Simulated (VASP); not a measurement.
OSZICAR of a VASP run on KZnF3 (cubic perovskite):

OSZICAR:
```
       N       E                     dE             d eps       ncg     rms          rms(c)
DAV:   1     0.462136326200E+03    0.46214E+03   -0.22692E+04  1000   0.198E+03
DAV:   2     0.247597866913E+02   -0.43738E+03   -0.42525E+03  1208   0.479E+02
DAV:   3    -0.115641455371E+02   -0.36324E+02   -0.36179E+02  1187   0.154E+02
DAV:   4    -0.123539371962E+02   -0.78979E+00   -0.78879E+00  1631   0.212E+01
DAV:   5    -0.123628820815E+02   -0.89449E-02   -0.89396E-02  1326   0.192E+00    0.113E+01
DAV:   6    -0.972290463491E+01    0.26400E+01   -0.99627E+00  1409   0.423E+01    0.649E+00
DAV:   7    -0.979610568702E+01   -0.73201E-01   -0.16626E+00  1043   0.879E+00    0.428E+00
DAV:   8    -0.980370692907E+01   -0.76012E-02   -0.64312E-01  1299   0.151E+01    0.169E+00
DAV:   9    -0.976256623943E+01    0.41141E-01   -0.11903E-01  1509   0.966E+00    0.592E-01
DAV:  10    -0.975977721497E+01    0.27890E-02   -0.74049E-02  1512   0.603E+00    0.258E-01
DAV:  11    -0.975956375821E+01    0.21346E-03   -0.11660E-02  1404   0.132E+00    0.695E-02
DAV:  12    -0.975970414128E+01   -0.14038E-03   -0.46645E-04  1171   0.289E-01    0.872E-02
DAV:  13    -0.975959917564E+01    0.10497E-03   -0.66732E-04  1423   0.855E-01    0.187E-02
DAV:  14    -0.975960543547E+01   -0.62598E-05   -0.12754E-04  1286   0.126E-01    0.623E-03
DAV:  15    -0.975960512468E+01    0.31079E-06   -0.47334E-06  1499   0.244E-02    0.400E-03
DAV:  16    -0.975960482573E+01    0.29895E-06   -0.17692E-06  1513   0.285E-02    0.802E-04
DAV:  17    -0.975960481649E+01    0.92414E-08   -0.33147E-07   917   0.431E-03
   1 F= -.97596048E+01 E0= -.97596048E+01  d E =-.454950E-20
```

Problem. Which electronic solver shows in the log?

Solution. It is blocked Davidson (ALGO = Normal, or the opening steps of other solvers). The INCAR had ALGO = Normal.

Problem. Can the final energy be trusted as converged?

Solution. The run converged. It stopped with EDIFF = 1E-7, NELM = 100 (optB88-vdW, plane waves, VASP's PBE PAW potentials (set 64)).

The compound is KZnF3 in the cubic perovskite structure. This cell is one point of a volume scan, at 1.06 of the reference volume.
